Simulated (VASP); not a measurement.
Computed with HSE06 screened hybrid, VASP's PBE PAW potentials (set 64) (plane waves; VASP).

The input files of a VASP run:

**INCAR**
```
SYSTEM = Ga35CN35
PREC = Normal
ENCUT = 400
EDIFF = 1E-5
NELM = 50
ALGO = Normal
LREAL = Auto
LASPH = .TRUE.
ISMEAR = 0
SIGMA = 0.05
GGA = PE
LMAXMIX = 4
LWAVE = .FALSE.
LCHARG = .FALSE.
NELMIN = 4
ISYM = 0
NELECT = 285.0
ISPIN = 2
NUPDOWN = 3
MAGMOM = 71*0.0423
LORBIT = 10
HFSCREEN = 0.2
AEXX = 0.25
LHFCALC = .TRUE.
PRECFOCK = Fast
ISIF = 0
```

### POSCAR
```
Ga35CN35
1
    4.8683178927    -8.4321738171     0.0000000000
    4.8683178927     8.4321738171     0.0000000000
    0.0000000000     0.0000000000    10.5562839806
Ga N C
35 35 1
Direct
  0.2236989928   0.1117819509   0.2495043526
  0.1108238444   0.2223287468   0.9998342161
  0.2215960879   0.1118569586   0.7483161225
  0.1132269524   0.2240221425   0.4998151606
  0.2230980502   0.4448580167   0.2502689452
  0.1112692739   0.5557499945   0.0008471981
  0.2219984686   0.4451431417   0.7506314562
  0.1117793480   0.5567597182   0.4997905437
  0.2226314063   0.7784056759   0.2499055950
  0.1110879600   0.8889450918   0.0000386448
  0.2227990743   0.7788884347   0.7499312866
  0.1133795457   0.8906338207   0.5000152735
  0.5548862155   0.1116915172   0.2495231662
  0.4445640352   0.2223155892   0.9959907638
  0.5567962617   0.1116636787   0.7483639568
  0.5535608140   0.4402890620   0.2506161364
  0.4445203720   0.5559858061   0.9992920941
  0.5576311830   0.4484523307   0.7471912529
  0.4417258221   0.5509738441   0.5019859428
  0.5545993503   0.7760237511   0.2511034416
  0.4446357757   0.8889188809   0.0000017673
  0.5557742768   0.7792272715   0.7499889038
  0.4441234706   0.8905499562   0.4999230243
  0.8891123122   0.1115045621   0.2507507369
  0.7781961575   0.2223416121   0.9997755944
  0.8890717461   0.1115366265   0.7492669199
  0.7774252374   0.2240533511   0.4999156217
  0.8884361736   0.4447864111   0.2502877617
  0.7782006247   0.5559654603   0.9993559401
  0.8898267717   0.4451886001   0.7506573677
  0.7761671698   0.5511011593   0.5020264228
  0.8883077147   0.7761712087   0.2510593289
  0.7779754803   0.8891004732   0.0009384905
  0.8903599359   0.7793867602   0.7499571667
  0.7773698186   0.8878040861   0.4989780625
  0.2034034895   0.1022715773   0.4326962494
  0.1111088752   0.2228335209   0.1875109100
  0.2204401283   0.1104045181   0.9382488554
  0.1108548816   0.2235083631   0.6882585266
  0.2198548983   0.4450092325   0.4385121969
  0.1112927639   0.5558331433   0.1887634411
  0.2216440282   0.4444478213   0.9385818316
  0.1116885907   0.5567040831   0.6885845778
  0.2226605631   0.7784154009   0.4383753226
  0.1104995945   0.8880248754   0.1876559681
  0.2223236451   0.7778159792   0.9381718028
  0.1118600358   0.8896611563   0.6882917690
  0.5655352659   0.1021618575   0.4326970367
  0.4431565256   0.2194103309   0.1834496115
  0.5567523496   0.1103862223   0.9382675498
  0.4454038144   0.2241898076   0.7099642022
  0.4438780467   0.5551834825   0.1861007235
  0.5566221062   0.4463976327   0.9378569459
  0.4431197114   0.5578633974   0.6910748789
  0.5540813429   0.7766014040   0.4393424737
  0.4443066949   0.8878850945   0.1876242912
  0.5562774792   0.7786817416   0.9383491543
  0.4445002357   0.8894964312   0.6883108153
  0.8889773840   0.1113056858   0.4389363742
  0.7785380637   0.2227986010   0.1875241863
  0.8888878084   0.1109786124   0.9378679539
  0.7791806228   0.2235079770   0.6883461629
  0.8919304188   0.4450228253   0.4385005563
  0.7781603508   0.5553347692   0.1861303591
  0.8896586388   0.4445325141   0.9385745073
  0.7815565429   0.5580115671   0.6910469745
  0.8895083569   0.7767408800   0.4392846742
  0.7776850943   0.8886296049   0.1893765009
  0.8892508913   0.7786558722   0.9383526436
  0.7780374443   0.8893621607   0.6879873289
  0.5596735924   0.4524451648   0.4363349849
```

KPOINTS:
```
kpoints
0
G
  1 1 1
```

POTCAR, in this order: Ga N C (PBE.64 set). Program: vasp_gam. Read from the step before: WAVECAR.

The run wrote:

**OUTCAR**
```
 ion  position               nearest neighbor table
   1  0.224  0.112  0.250-  36 1.94  49 1.98  37 2.00  45 2.00  16 3.21  13 3.23  10 3.24  12 3.24
                             2 3.24   9 3.24   4 3.24   5 3.25  24 3.26  14 3.26  32 3.27
   2  0.111  0.222  1.000-  38 1.98  37 1.98  42 1.98  61 1.98   7 3.23  25 3.24  26 3.24   1 3.24
                             5 3.24  24 3.24  33 3.24   6 3.24   3 3.24  10 3.25  17 3.25  14 3.25
   3  0.222  0.112  0.748-  51 1.93  47 1.98  39 1.98  38 2.01   4 3.22  12 3.22  14 3.22  34 3.23
                            26 3.24   7 3.24   2 3.24  11 3.25  10 3.25  15 3.26  18 3.27
   4  0.113  0.224  0.500-  36 1.93  40 1.97  39 1.99  59 2.00  19 3.19   3 3.22   5 3.23  24 3.24
                             7 3.24  26 3.24   1 3.24   8 3.25  12 3.25  27 3.27  35 3.27
   5  0.223  0.445  0.250-  52 1.98  37 1.99  40 1.99  41 1.99   4 3.23  20 3.23   6 3.23  19 3.23
                             8 3.24  16 3.24  17 3.24   2 3.24   1 3.25  24 3.25   9 3.25  28 3.26
   6  0.111  0.556  0.001-  65 1.98  42 1.98  41 1.98  46 1.99   9 3.23   5 3.23   7 3.23  30 3.23
                            28 3.23  17 3.24  29 3.24   2 3.24  25 3.24  21 3.24  10 3.25  11 3.25
   7  0.222  0.445  0.751-  54 1.97  39 1.98  43 1.98  42 1.98  19 3.21  17 3.23   2 3.23   6 3.23
                            30 3.23   4 3.24   8 3.24   3 3.24  26 3.24  11 3.25  22 3.25  18 3.25
   8  0.112  0.557  0.500-  40 1.96  63 1.96  44 1.98  43 1.99   9 3.23  11 3.24   5 3.24  28 3.24
                            31 3.24  19 3.24   7 3.24  30 3.24  23 3.24  12 3.24   4 3.25  27 3.25
   9  0.223  0.778  0.250-  56 1.98  45 1.98  41 1.98  44 1.99   6 3.23   8 3.23  23 3.23  12 3.23
                            21 3.23  10 3.23  13 3.24   1 3.24  20 3.24  32 3.24   5 3.25  28 3.25
  10  0.111  0.889  0.000-  38 1.98  45 1.98  69 1.98  46 1.99  34 3.23   9 3.23   1 3.24  11 3.24
                            29 3.24  33 3.24   6 3.25  14 3.25   2 3.25  21 3.25  32 3.25   3 3.25
  11  0.223  0.779  0.750-  58 1.98  47 1.98  43 1.98  46 1.99  12 3.23  23 3.23  10 3.24  21 3.24
                             8 3.24  34 3.24  22 3.24  30 3.25   7 3.25  15 3.25   3 3.25   6 3.25
  12  0.113  0.891  0.500-  36 1.93  44 1.98  47 1.99  67 1.99   3 3.22  23 3.22  11 3.23   9 3.23
                             1 3.24  34 3.24  32 3.24   8 3.24   4 3.25  35 3.26  31 3.29
  13  0.555  0.112  0.250-  48 1.94  49 1.98  60 2.00  56 2.00  16 3.21   1 3.23  23 3.23  21 3.24
                            25 3.24   9 3.24  27 3.24  28 3.25  24 3.26  14 3.26  20 3.27
  14  0.445  0.222  0.996-  49 1.98  50 1.99  38 1.99  53 1.99  15 3.22   3 3.22  18 3.25  10 3.25
                            21 3.25  25 3.25  29 3.25  17 3.25   2 3.25  16 3.26   1 3.26  13 3.26
  15  0.557  0.112  0.748-  51 1.93  58 1.98  62 1.98  50 2.00  27 3.22  23 3.22  14 3.22  22 3.23
                            26 3.24  25 3.24  30 3.25  11 3.25  21 3.25   3 3.26  18 3.28
  16  0.554  0.440  0.251-  71 1.96  49 1.99  52 2.01  64 2.01   1 3.21  13 3.21  28 3.24   5 3.24
                            19 3.25  31 3.25  14 3.26  29 3.26  17 3.26  20 3.26  32 3.26
  17  0.445  0.556  0.999-  52 1.97  53 1.98  57 1.98  42 1.99   7 3.23  22 3.24  21 3.24   5 3.24
                            20 3.24   6 3.24  33 3.25  18 3.25   2 3.25  29 3.25  14 3.25  16 3.26
  18  0.558  0.448  0.747-  51 1.93  54 1.98  66 1.98  53 2.01  19 3.18  31 3.18  22 3.23  34 3.23
                            14 3.25  17 3.25  29 3.25  30 3.25   7 3.25   3 3.27  15 3.28
  19  0.442  0.551  0.502-  71 1.95  40 1.99  54 2.00  55 2.01  18 3.18   4 3.19   7 3.21   5 3.23
                             8 3.24  22 3.25  16 3.25  31 3.26  20 3.26  35 3.27  23 3.29
  20  0.555  0.776  0.251-  52 1.98  55 1.99  56 1.99  68 1.99  35 3.22   5 3.23  23 3.24  17 3.24
                            33 3.24   9 3.24  32 3.25  21 3.25  19 3.26  24 3.26  16 3.26  13 3.27
  21  0.445  0.889  0.000-  50 1.98  56 1.98  57 1.98  46 1.98  22 3.23   9 3.23  13 3.24  11 3.24
                            17 3.24  33 3.24   6 3.24  14 3.25  25 3.25  10 3.25  20 3.25  15 3.25
  22  0.556  0.779  0.750-  54 1.97  58 1.98  70 1.99  57 1.99  18 3.23  21 3.23  15 3.23  17 3.24
                            26 3.24  11 3.24  23 3.24  35 3.24  33 3.24  19 3.25   7 3.25  34 3.26
  23  0.444  0.891  0.500-  48 1.93  44 1.98  58 1.99  55 1.99  15 3.22  12 3.22  11 3.23   9 3.23
                            13 3.23  20 3.24  22 3.24   8 3.24  27 3.25  35 3.26  19 3.29
  24  0.889  0.112  0.251-  60 1.99  59 1.99  37 1.99  68 1.99  35 3.23  33 3.24   4 3.24  27 3.24
                             2 3.24  25 3.24  28 3.25   5 3.25  13 3.26   1 3.26  32 3.26  20 3.26
  25  0.778  0.222  1.000-  50 1.98  65 1.98  60 1.98  61 1.98  30 3.23  26 3.24   2 3.24  13 3.24
                            28 3.24  24 3.24  33 3.24   6 3.24  15 3.24  21 3.25  29 3.25  14 3.25
  26  0.889  0.112  0.749-  39 1.98  62 1.98  70 1.98  61 1.99  15 3.24   3 3.24  25 3.24   2 3.24
                            34 3.24  22 3.24  27 3.24   4 3.24   7 3.24  30 3.25  35 3.25  33 3.25
  27  0.777  0.224  0.500-  48 1.93  63 1.97  62 1.99  59 2.00  31 3.19  15 3.22  28 3.23  30 3.24
                            24 3.24  26 3.24  13 3.24  23 3.25   8 3.25   4 3.27  35 3.27
  28  0.888  0.445  0.250-  64 1.98  60 1.99  63 1.99  41 1.99  27 3.23  32 3.23  31 3.23   6 3.23
                             8 3.24  16 3.24  29 3.24  25 3.24  13 3.25  24 3.25   9 3.25   5 3.26
  29  0.778  0.556  0.999-  64 1.97  53 1.98  69 1.99  65 1.99  30 3.23  34 3.24  28 3.24  32 3.24
                            10 3.24   6 3.24  33 3.24  18 3.25  25 3.25  14 3.25  17 3.25  16 3.26
  30  0.890  0.445  0.751-  66 1.97  62 1.98  43 1.98  65 1.98  31 3.21  29 3.23  25 3.23   7 3.23
                             6 3.23  27 3.24   8 3.24  26 3.25  15 3.25  11 3.25  18 3.25  34 3.25
  31  0.776  0.551  0.502-  71 1.96  63 1.99  66 2.00  67 2.01  18 3.18  27 3.19  30 3.21  28 3.23
                             8 3.24  34 3.25  16 3.25  19 3.26  32 3.26  35 3.27  12 3.29
  32  0.888  0.776  0.251-  64 1.98  67 1.99  45 1.99  68 1.99  35 3.22  28 3.23  29 3.24  12 3.24
                            33 3.24   9 3.24  10 3.25  20 3.25  31 3.26  24 3.26  16 3.26   1 3.27
  33  0.778  0.889  0.001-  57 1.98  69 1.98  61 1.99  68 1.99  24 3.24   2 3.24  32 3.24  25 3.24
                            20 3.24  10 3.24  34 3.24  21 3.24  22 3.24  29 3.24  17 3.25  26 3.25
  34  0.890  0.779  0.750-  66 1.97  47 1.98  70 1.99  69 1.99  10 3.23  18 3.23   3 3.23  29 3.24
                            11 3.24  12 3.24  26 3.24  35 3.24  33 3.24  31 3.25  30 3.25  22 3.26
  35  0.777  0.888  0.499-  67 1.98  55 1.99  59 1.99  70 2.00  32 3.22  20 3.22  24 3.23  34 3.24
                            22 3.24  26 3.25  12 3.26  23 3.26   4 3.27  31 3.27  27 3.27  19 3.27
  36  0.203  0.102  0.433-  12 1.93   4 1.93   1 1.94
  37  0.111  0.223  0.188-   2 1.98   5 1.99  24 1.99   1 2.00
  38  0.220  0.110  0.938-   2 1.98  10 1.98  14 1.99   3 2.01
  39  0.111  0.224  0.688-  26 1.98   3 1.98   7 1.98   4 1.99
...
```

**OSZICAR**
```
       N       E                     dE             d eps       ncg     rms          rms(c)
DAV:   1    -0.511656354904E+03   -0.51166E+03   -0.23049E+01   736   0.124E+01    0.963E+00
DAV:   2    -0.511877945230E+03   -0.22159E+00   -0.10421E+00   824   0.201E+00    0.652E+00
DAV:   3    -0.511841063180E+03    0.36882E-01   -0.19126E-01   808   0.109E+00    0.385E+00
DAV:   4    -0.511820814906E+03    0.20248E-01   -0.39815E-02   800   0.458E-01    0.221E+00
DAV:   5    -0.511811770752E+03    0.90442E-02   -0.93352E-03   808   0.217E-01    0.123E+00
DAV:   6    -0.511808754491E+03    0.30163E-02   -0.25879E-03   824   0.116E-01    0.689E-01
DAV:   7    -0.511807781278E+03    0.97321E-03   -0.12593E-03   828   0.798E-02    0.384E-01
DAV:   8    -0.511807585516E+03    0.19576E-03   -0.80814E-04   904   0.515E-02    0.212E-01
DAV:   9    -0.511807557373E+03    0.28143E-04   -0.34639E-04   888   0.318E-02    0.121E-01
DAV:  10    -0.511807551686E+03    0.56872E-05   -0.18555E-04   840   0.291E-02    0.694E-02
DAV:  11    -0.511807549664E+03    0.20220E-05   -0.80507E-05   816   0.223E-02
   1 F= -.51180755E+03 E0= -.51180755E+03  d E =-.231547E-11  mag=     3.0000
```

### OUTCAR
```
------------------------ aborting loop because EDIFF is reached ----------------------------------------
  volume of cell :      866.68
      direct lattice vectors                 reciprocal lattice vectors
     4.868317893 -8.432173817  0.000000000     0.102704879 -0.059296690  0.000000000
     4.868317893  8.432173817  0.000000000     0.102704879  0.059296690  0.000000000
     0.000000000  0.000000000 10.556283981     0.000000000  0.000000000  0.094730305
  FREE ENERGIE OF THE ION-ELECTRON SYSTEM (eV)
  ---------------------------------------------------
  free  energy   TOTEN  =      -511.8075496635 eV

  energy  without entropy=     -511.8075496635  energy(sigma->0) =     -511.80754966

  exchange ACFDT corr.  =         0.00000000  see jH, gK, PRB 81, 115126

 total charge

# of ion       s       p       d       tot
------------------------------------------
    1        1.015   1.412   0.389   2.816
    2        1.017   1.411   0.389   2.817
    3        1.018   1.431   0.397   2.846
    4        1.023   1.431   0.396   2.850
    5        1.013   1.397   0.383   2.793
    6        1.014   1.405   0.387   2.806
    7        1.017   1.418   0.393   2.828
    8        1.021   1.428   0.398   2.848
    9        1.014   1.402   0.385   2.801
   10        1.016   1.410   0.389   2.815
   11        1.015   1.408   0.388   2.811
   12        1.024   1.435   0.397   2.857
   13        1.015   1.411   0.389   2.816
   14        1.013   1.402   0.387   2.802
   15        1.017   1.431   0.396   2.845
   16        1.051   1.431   0.363   2.845
   17        1.017   1.412   0.390   2.819
   18        1.013   1.419   0.395   2.826
   19        1.060   1.454   0.370   2.883
   20        1.011   1.388   0.379   2.778
   21        1.016   1.410   0.389   2.815
   22        1.016   1.413   0.391   2.820
   23        1.024   1.436   0.397   2.857
   24        1.011   1.392   0.381   2.784
   25        1.016   1.410   0.389   2.816
   26        1.015   1.407   0.388   2.810
   27        1.023   1.431   0.395   2.848
   28        1.013   1.397   0.383   2.792
   29        1.017   1.412   0.390   2.819
   30        1.017   1.418   0.393   2.828
   31        1.060   1.454   0.370   2.884
   32        1.011   1.389   0.380   2.779
   33        1.013   1.399   0.384   2.796
   34        1.016   1.413   0.391   2.820
   35        1.009   1.386   0.378   2.773
   36        1.256   2.362   0.000   3.619
   37        1.227   2.457   0.000   3.684
   38        1.228   2.458   0.000   3.686
   39        1.225   2.463   0.000   3.689
   40        1.226   2.468   0.000   3.694
   41        1.226   2.460   0.000   3.686
   42        1.226   2.463   0.000   3.690
   43        1.226   2.462   0.000   3.687
   44        1.226   2.464   0.000   3.690
   45        1.227   2.458   0.000   3.685
   46        1.226   2.461   0.000   3.687
   47        1.226   2.464   0.000   3.690
   48        1.256   2.363   0.000   3.619
   49        1.227   2.459   0.000   3.686
   50        1.228   2.458   0.000   3.686
   51        1.259   2.362   0.000   3.621
   52        1.228   2.456   0.000   3.684
   53        1.228   2.455   0.000   3.684
   54        1.227   2.467   0.000   3.694
   55        1.235   2.437   0.000   3.672
   56        1.227   2.458   0.000   3.685
   57        1.226   2.462   0.000   3.688
   58        1.226   2.464   0.000   3.690
   59        1.236   2.437   0.000   3.674
   60        1.227   2.458   0.000   3.685
   61        1.226   2.461   0.000   3.687
   62        1.225   2.463   0.000   3.689
   63        1.226   2.468   0.000   3.694
   64        1.228   2.456   0.000   3.684
   65        1.226   2.463   0.000   3.690
   66        1.227   2.467   0.000   3.694
   67        1.235   2.437   0.000   3.672
   68        1.226   2.457   0.000   3.683
   69        1.226   2.462   0.000   3.688
   70        1.226   2.459   0.000   3.685
   71        0.860   1.476   0.000   2.336
--------------------------------------------------
tot         79.590 136.752  13.556 229.897

 magnetization (x)

# of ion       s       p       d       tot
------------------------------------------
    1       -0.005  -0.009   0.007  -0.006
    2       -0.001   0.001   0.001   0.001
    3       -0.006  -0.011   0.008  -0.010
    4       -0.008  -0.009   0.009  -0.008
    5       -0.000   0.000   0.000   0.000
    6        0.000  -0.000  -0.000   0.000
    7       -0.000  -0.000   0.000  -0.000
    8       -0.001  -0.001   0.000  -0.001
    9       -0.000  -0.000   0.000  -0.000
   10       -0.001   0.001   0.001   0.002
   11       -0.000  -0.000   0.000  -0.000
   12       -0.007  -0.008   0.009  -0.006
   13       -0.005  -0.009   0.007  -0.006
   14       -0.002  -0.004  -0.001  -0.007
...
```
(Selected blocks of OUTCAR.)

File OUTCAR:
```
 val. band max:        2.4302788918   @ k =   0.0000   0.0000   0.0000

 cond. band min:       3.3967546954   @ k =   0.0000   0.0000   0.0000


 Fermi energy:         2.6886145444

 spin component 1

 k-point     1 :       0.0000    0.0000    0.0000
  band No.  band energies     occupation
      1     -15.4300      1.00000
      2     -14.5908      1.00000
      3     -14.4712      1.00000
      4     -14.1682      1.00000
      5     -14.1578      1.00000
      6     -14.1175      1.00000
      7     -14.0779      1.00000
      8     -14.0401      1.00000
      9     -13.9604      1.00000
     10     -13.5411      1.00000
     11     -13.5073      1.00000
     12     -13.4228      1.00000
     13     -13.4064      1.00000
     14     -13.3893      1.00000
     15     -13.3750      1.00000
     16     -13.3540      1.00000
     17     -13.3299      1.00000
     18     -13.3050      1.00000
     19     -13.2923      1.00000
     20     -13.2660      1.00000
     21     -13.1540      1.00000
     22     -12.8904      1.00000
     23     -12.7704      1.00000
     24     -12.6777      1.00000
     25     -12.6677      1.00000
     26     -12.6538      1.00000
     27     -12.5854      1.00000
     28     -12.5291      1.00000
     29     -12.5227      1.00000
     30     -12.5212      1.00000
     31     -12.4946      1.00000
     32     -12.4639      1.00000
     33     -12.4630      1.00000
     34     -12.4346      1.00000
     35     -12.4012      1.00000
     36      -8.5934      1.00000
     37      -5.5433      1.00000
     38      -4.8004      1.00000
     39      -4.7878      1.00000
     40      -4.7864      1.00000
     41      -4.6951      1.00000
     42      -4.6413      1.00000
     43      -4.5638      1.00000
     44      -4.5499      1.00000
     45      -4.5270      1.00000
     46      -4.4914      1.00000
     47      -4.3741      1.00000
     48      -4.2180      1.00000
     49      -4.2146      1.00000
...
```

The cell is charged, with a uniform compensating background. The supercell is sampled at Γ alone, which is coarse: total energies, pressure and levels can be off, energies of defects by several tenths of an eV.

The cell is a supercell with a defect, built from GaN (wurtzite): C_N-vac_Ga, charge -1. The cell's shape comes from a PBE relaxation.
